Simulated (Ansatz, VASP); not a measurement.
**AlN: VASP beside Ansatz**

Aim: how closely do two programs agree when they are given the same cell, functional and k mesh? The cell is taken from a series of runs on this material, whose earlier steps may have relaxed, scaled, displaced or heated it; both programs get it as it stands.

Main program and level: Ansatz 0.2.0; plane waves, with VASP 6.6.1 beside it; zone-centre phonons at LDA.

## (1) Starting point

Symmetry: P6_3mc, No. 186, hexagonal system. Conventional cell: a = 3.058 Å, b = 3.058 Å, c = 4.972 Å, α = 90.00°, β = 90.00°, γ = 120.00°. N has 4 Al at 1.87 to 1.88 Å nearest. Al has 4 N at 1.87 to 1.88 Å nearest. Farther neighbours and most contacts between anions are not listed.

As a file:

```cif
data_structure
_symmetry_space_group_name_H-M 'P 1'
_symmetry_Int_Tables_number 1
_cell_length_a 3.0577
_cell_length_b 3.0577
_cell_length_c 4.9723
_cell_angle_alpha 90.000
_cell_angle_beta 90.000
_cell_angle_gamma 120.000
_cell_volume 40.26
loop_
_atom_site_label
_atom_site_type_symbol
_atom_site_fract_x
_atom_site_fract_y
_atom_site_fract_z
_atom_site_occupancy
N1 N 0.33333 0.66667 0.37951 1
N2 N 0.66667 0.33333 0.87951 1
Al3 Al 0.33333 0.66667 0.00049 1
Al4 Al 0.66667 0.33333 0.50049 1
```

## (2) VASP: zone-centre phonons, LDA, pair 1

Second derivatives magnify differences that forces hide, and they need a tight electronic threshold.

Lines of VASP's logs that name or quote its potential files are left out, and so is its time.

INCAR

```
SYSTEM = AlN
PREC = Accurate
ENCUT = 600
EDIFF = 1E-08
NELM = 120
ISMEAR = 0
SIGMA = 0.01
LREAL = .FALSE.
ALGO = Normal
GGA = PW92
NBANDS = 14
LORBIT = 11
LWAVE = .FALSE.
LCHARG = .FALSE.
ISIF = 2
IBRION = 8
LEPSILON = .TRUE.
LASPH = .TRUE.
GGA_COMPAT = .FALSE.
EFERMI = MIDGAP
KPAR = 2
```

POSCAR

```
AlN
1.0
    3.0577362426      0.0000000000      0.0000000000
   -1.5288681213      2.6480772642      0.0000000000
    0.0000000000      0.0000000000      4.9723243465
N Al
2 2
Direct
    0.3333333334      0.6666666668      0.3795088593
    0.6666666668      0.3333333334      0.8795088593
    0.3333333334      0.6666666668      0.0004911407
    0.6666666668      0.3333333334      0.5004911407
```

KPOINTS

```
Automatic mesh
0
Gamma
9 9 6
0 0 0
```

Potentials, in the order of the species: N and Al (LDA family, release 64).

Run with:

```console
mpirun -np 2 vasp_std
```

Numbers of over 12 decimals in the logs are rounded to 6 here.

The program printed:

```text
[banner, memory and clock lines left out]
running    2 mpi-ranks, on    1 nodes
 distrk:  each k-point on    1 cores,    2 groups
 distr:  one band on    1 cores,    1 groups

 POSCAR found type information on POSCAR N Al
 POSCAR found :  2 types and       4 ions
|                                                                             |
|               ----> ADVICE to this user running VASP <----                  |
|                                                                             |
|     You enforced a specific xc type in the INCAR file but a different       |
|     [... a line on the potential file left out ...]
|     I HOPE YOU KNOW WHAT YOU ARE DOING!                                     |
|                                                                             |

 LDA part: xc-table for (Slater(with rela. corr.)+PW92), standard interpolation
 POSCAR, INCAR and KPOINTS ok, starting setup
 FFT: planning ... GRIDC
 FFT: planning ... GRID_SOFT
 FFT: planning ... GRID
 WAVECAR not read
 entering main loop
       N       E                     dE             d eps       ncg     rms          rms(c)
DAV:   1     0.514940999310E+02    0.51494E+02   -0.82499E+03  1344   0.116E+03
DAV:   2    -0.342642417294E+02   -0.85758E+02   -0.77260E+02  1916   0.209E+02
DAV:   3    -0.380681484707E+02   -0.38039E+01   -0.37899E+01  1812   0.459E+01
DAV:   4    -0.380904760169E+02   -0.22328E-01   -0.22325E-01  1488   0.432E+00
DAV:   5    -0.380907016751E+02   -0.22566E-03   -0.22564E-03  1806   0.420E-01    0.125E+01
DAV:   6    -0.329562535639E+02    0.51344E+01   -0.14264E+01  1560   0.278E+01    0.448E+00
DAV:   7    -0.329082690051E+02    0.47985E-01   -0.71671E-01  1620   0.558E+00    0.283E+00
DAV:   8    -0.328530541308E+02    0.55215E-01   -0.82330E-02  1542   0.257E+00    0.398E-01
DAV:   9    -0.328481223381E+02    0.49318E-02   -0.11507E-02  1722   0.767E-01    0.213E-01
DAV:  10    -0.328482796321E+02   -0.15729E-03   -0.72777E-04  1524   0.196E-01    0.999E-02
DAV:  11    -0.328482328420E+02    0.46790E-04   -0.92483E-05  1698   0.787E-02    0.187E-02
DAV:  12    -0.328482324316E+02    0.41040E-06   -0.17084E-06  1656   0.108E-02    0.470E-03
DAV:  13    -0.328482322774E+02    0.15413E-06   -0.75555E-07  1746   0.660E-03    0.659E-04
DAV:  14    -0.328482322795E+02   -0.21117E-08   -0.13547E-08  1410   0.101E-03
   1 F= -.32848232E+02 E0= -.32848232E+02  d E =0.000000E+00
 Linear response reoptimize wavefunctions to high precision
DAV:   1    -0.328482322781E+02    0.14111E-08   -0.36108E-09  1728   0.489E-04
DAV:   2    -0.328482322781E+02    0.55707E-11   -0.46814E-11   972   0.624E-05
 Linear response G [H, r] |phi>, progress :
  Direction:   1
       N       E                     dE             d eps       ncg     rms
RMM:   1    -0.625166644108E+02   -0.62517E+02    0.90401E+01  3270   0.702E+01
RMM:   2    -0.541671700311E+02    0.83495E+01   -0.35239E+00  2269   0.143E+01
RMM:   3    -0.541829470467E+02   -0.15777E-01   -0.38532E-02  2437   0.131E+00
RMM:   4    -0.541822492652E+02    0.69778E-03   -0.17738E-03  2615   0.170E-01
RMM:   5    -0.541821318272E+02    0.11744E-03   -0.91738E-05  2594   0.253E-02
RMM:   6    -0.541821234648E+02    0.83624E-05    0.66846E-06  2687   0.423E-03
RMM:   7    -0.541821226334E+02    0.83143E-06    0.29156E-05  2671   0.954E-04
RMM:   8    -0.541821227200E+02   -0.86603E-07    0.30425E-05  2239   0.424E-04
RMM:   9    -0.541821230631E+02   -0.34315E-06    0.10428E-04  1901   0.355E-04
RMM:  10    -0.541821229965E+02    0.66615E-07    0.62149E-05  1847   0.352E-04
RMM:  11    -0.541821229093E+02    0.87221E-07    0.65421E-05  1788   0.350E-04
RMM:  12    -0.541821229587E+02   -0.49465E-07    0.84089E-05  1744   0.352E-04
 Linear response G [H, r] |phi>, progress :
  Direction:   2
       N       E                     dE             d eps       ncg     rms
RMM:   1    -0.670461498374E+02   -0.67046E+02    0.11414E+01  3101   0.691E+01
RMM:   2    -0.621640250191E+02    0.48821E+01   -0.27298E+00  2250   0.127E+01
RMM:   3    -0.621855246376E+02   -0.21500E-01   -0.20464E-02  2420   0.117E+00
RMM:   4    -0.621859911616E+02   -0.46652E-03   -0.54901E-04  2595   0.154E-01
RMM:   5    -0.621859830019E+02    0.81596E-05   -0.11576E-05  2592   0.228E-02
RMM:   6    -0.621859825659E+02    0.43606E-06    0.45627E-06  2702   0.381E-03
RMM:   7    -0.621859821016E+02    0.46427E-06    0.14205E-05  2676   0.844E-04
RMM:   8    -0.621859819291E+02    0.17248E-06    0.94224E-06  2181   0.382E-04
RMM:   9    -0.621859819604E+02   -0.31306E-07    0.98328E-06  1919   0.324E-04
RMM:  10    -0.621859819383E+02    0.22163E-07   -0.17167E-05  1876   0.325E-04
RMM:  11    -0.621859819483E+02   -0.99969E-08    0.68310E-07  1828   0.324E-04
RMM:  12    -0.621859819276E+02    0.20641E-07   -0.70615E-06  1791   0.324E-04
 Linear response G [H, r] |phi>, progress :
  Direction:   3
[...]
change of polarisation eV/A/(eV/A) component  2 :    -0.214     0.921    -0.042
 dielectric tensor                  component  2 :    -0.961     5.137    -0.190
 Linear response to external field (no local field effect), progress :
  Direction:   3
       N       E                     dE             d eps       ncg     rms          rms(c)
RMM:   1    -0.416488606106E+00   -0.41649E+00   -0.14973E+00  2735   0.294E+00
[...]
Direction:   3
       N       E                     dE             d eps       ncg     rms          rms(c)
RMM:   1    -0.416488606106E+00   -0.41649E+00   -0.14973E+00  2735   0.294E+00
RMM:   2    -0.425325227592E+00   -0.88366E-02   -0.40985E-03  2273   0.349E-01    0.955E-01
RMM:   3    -0.413153622392E+00    0.12172E-01   -0.76654E-03  2187   0.547E-01    0.561E-01
RMM:   4    -0.426356379046E+00   -0.13203E-01   -0.10769E-02  2221   0.657E-01    0.725E-02
RMM:   5    -0.428232992836E+00   -0.18766E-02   -0.16993E-04  2398   0.967E-02    0.236E-02
RMM:   6    -0.428787347458E+00   -0.55435E-03   -0.16427E-05  2419   0.271E-02    0.584E-03
RMM:   7    -0.428889161590E+00   -0.10181E-03   -0.67534E-07  2444   0.576E-03    0.172E-03
RMM:   8    -0.428919747269E+00   -0.30586E-04   -0.25803E-08  2496   0.114E-03    0.194E-04
RMM:   9    -0.428920018816E+00   -0.27155E-06    0.12041E-09  2271   0.181E-04    0.411E-05
RMM:  10    -0.428920031630E+00   -0.12814E-07   -0.20549E-11  1699   0.568E-05    0.765E-06
 change of polarisation eV/A/(eV/A) component  3 :    -0.066    -0.042     0.803
 dielectric tensor                  component  3 :    -0.298    -0.189     4.611
 Linear response DOF=           4
 Linear response progress:
  Degree of freedom:   1/  4
       N       E                     dE             d eps       ncg     rms          rms(c)
RMM:   1    -0.234204355644E+00   -0.23420E+00    0.19920E-01 13369   0.322E+00
RMM:   2    -0.233774747282E+00    0.42961E-03   -0.34580E-03 11018   0.416E-01    0.189E-01
RMM:   3    -0.234523454271E+00   -0.74871E-03   -0.10036E-03 10358   0.203E-01    0.930E-02
RMM:   4    -0.236357610496E+00   -0.18342E-02   -0.98193E-04 10809   0.187E-01    0.214E-02
RMM:   5    -0.236322622392E+00    0.34988E-04   -0.27245E-05 12439   0.348E-02    0.235E-03
RMM:   6    -0.236361051046E+00   -0.38429E-04   -0.45928E-07 12687   0.429E-03    0.978E-04
RMM:   7    -0.236363337349E+00   -0.22863E-05   -0.44746E-08 12945   0.825E-04    0.852E-05
RMM:   8    -0.236362820616E+00    0.51673E-06    0.51603E-08 13130   0.973E-05    0.354E-05
RMM:   9    -0.236362808732E+00    0.11885E-07    0.59309E-09 13130   0.327E-05    0.283E-06
RMM:  10    -0.236362847066E+00   -0.38335E-07    0.89061E-10 13146   0.965E-06    0.144E-06
RMM:  11    -0.236362844148E+00    0.29182E-08    0.30475E-09 10871   0.542E-06    0.322E-07
 first order change of Fermi-energy  -0.38931E-04
 force on displaced ion       1 direction 1 : -17.321  -0.000  -0.000
 Born effective charge ion    1 direction 1 :  -2.507   0.000   0.000
 Linear response progress:
  Degree of freedom:   2/  4
       N       E                     dE             d eps       ncg     rms          rms(c)
RMM:   1    -0.251645392501E+00   -0.25165E+00    0.21448E-01  3395   0.323E+00
RMM:   2    -0.249979507445E+00    0.16659E-02   -0.29228E-03  2787   0.412E-01    0.194E-01
RMM:   3    -0.250033684821E+00   -0.54177E-04   -0.20454E-03  2757   0.251E-01    0.874E-02
RMM:   4    -0.251282878855E+00   -0.12492E-02   -0.94106E-04  2920   0.160E-01    0.229E-02
RMM:   5    -0.251460755785E+00   -0.17788E-03   -0.32424E-05  3025   0.308E-02    0.622E-03
RMM:   6    -0.251531828546E+00   -0.71073E-04   -0.30455E-06  3169   0.615E-03    0.230E-03
RMM:   7    -0.251524383787E+00    0.74448E-05   -0.83267E-08  3056   0.223E-03    0.448E-04
RMM:   8    -0.251525882843E+00   -0.14991E-05    0.18523E-07  3232   0.302E-04    0.188E-04
RMM:   9    -0.251525484656E+00    0.39819E-06    0.83687E-09  3201   0.124E-04    0.200E-05
RMM:  10    -0.251525641373E+00   -0.15672E-06    0.25532E-09  3286   0.259E-05    0.107E-05
RMM:  11    -0.251525636555E+00    0.48177E-08   -0.17869E-10  3234   0.968E-06    0.173E-06
 first order change of Fermi-energy   0.85150E+00
 force on displaced ion       1 direction 3 :   0.000  -0.000 -21.158
 Born effective charge ion    1 direction 3 :   0.000  -0.000  -2.661
 Linear response progress:
  Degree of freedom:   3/  4
       N       E                     dE             d eps       ncg     rms          rms(c)
RMM:   1    -0.653210340613E-02   -0.65321E-02    0.17121E-03 16124   0.772E-01
RMM:   2    -0.591442017833E-02    0.61768E-03   -0.29667E-04 11396   0.135E-01    0.938E-02
RMM:   3    -0.579633446076E-02    0.11809E-03   -0.59316E-05 11965   0.600E-02    0.503E-02
RMM:   4    -0.581241009365E-02   -0.16076E-04   -0.54301E-05 11726   0.562E-02    0.806E-03
RMM:   5    -0.581209712856E-02    0.31297E-06   -0.90075E-07 12395   0.863E-03    0.896E-04
RMM:   6    -0.581198112687E-02    0.11600E-06    0.17108E-08 12585   0.887E-04    0.397E-04
RMM:   7    -0.581088346198E-02    0.10977E-05   -0.14045E-07 12789   0.487E-04    0.280E-05
RMM:   8    -0.581091527214E-02   -0.31810E-07   -0.24052E-08 13032   0.633E-05    0.165E-05
RMM:   9    -0.581089882476E-02    0.16447E-07    0.10287E-08 13066   0.166E-05    0.149E-06
RMM:  10    -0.581089783341E-02    0.99135E-09    0.92166E-10 12293   0.378E-06    0.646E-07
 first order change of Fermi-energy  -0.37668E-05
 force on displaced ion       3 direction 1 : -17.279  -0.000  -0.000
 Born effective charge ion    3 direction 1 :   2.507   0.000   0.000
 Linear response progress:
  Degree of freedom:   4/  4
       N       E                     dE             d eps       ncg     rms          rms(c)
RMM:   1    -0.186262519517E-01   -0.18626E-01    0.13972E-02  4854   0.131E+00
RMM:   2    -0.120561239357E-01    0.65701E-02   -0.20511E-03  2811   0.347E-01    0.122E-01
RMM:   3    -0.116602826289E-01    0.39584E-03   -0.86307E-04  2901   0.156E-01    0.529E-02
RMM:   4    -0.115492225899E-01    0.11106E-03   -0.13243E-04  3065   0.410E-02    0.280E-02
RMM:   5    -0.115168004571E-01    0.32422E-04   -0.10654E-04  3140   0.360E-02    0.599E-03
RMM:   6    -0.115081362736E-01    0.86642E-05   -0.29566E-05  3117   0.938E-03    0.167E-03
RMM:   7    -0.115039494976E-01    0.41868E-05    0.11883E-05  3133   0.219E-03    0.545E-04
RMM:   8    -0.115055493983E-01   -0.15999E-05    0.98542E-07  3168   0.947E-04    0.157E-04
RMM:   9    -0.115057476495E-01   -0.19825E-06   -0.21100E-07  3227   0.206E-04    0.220E-05
RMM:  10    -0.115057445364E-01    0.31131E-08   -0.11782E-07  3264   0.261E-05    0.112E-05
RMM:  11    -0.115057477513E-01   -0.32149E-08   -0.30130E-08  3253   0.101E-05    0.139E-06
 first order change of Fermi-energy  -0.85159E+00
 force on displaced ion       3 direction 3 :  -0.000  -0.000 -22.839
 Born effective charge ion    3 direction 3 :   0.000   0.000   2.661
 Born effective charges drift removed
 Linear response finished
```

(Part 1 of 3 ends here.)

[Lines on the potential files, build, host, timing and source positions are cut from VASP's logs without a mark.]

[Logs are printed without paths, hosts, clocks, repeated set-up lines and the standing remarks that a program may print on its own settings, such as how far it seeks lower states.]

[Hosts, paths, dates, database ids (printed as entryN), source tags and the programs' standing remarks are cut or masked in the printed files.]
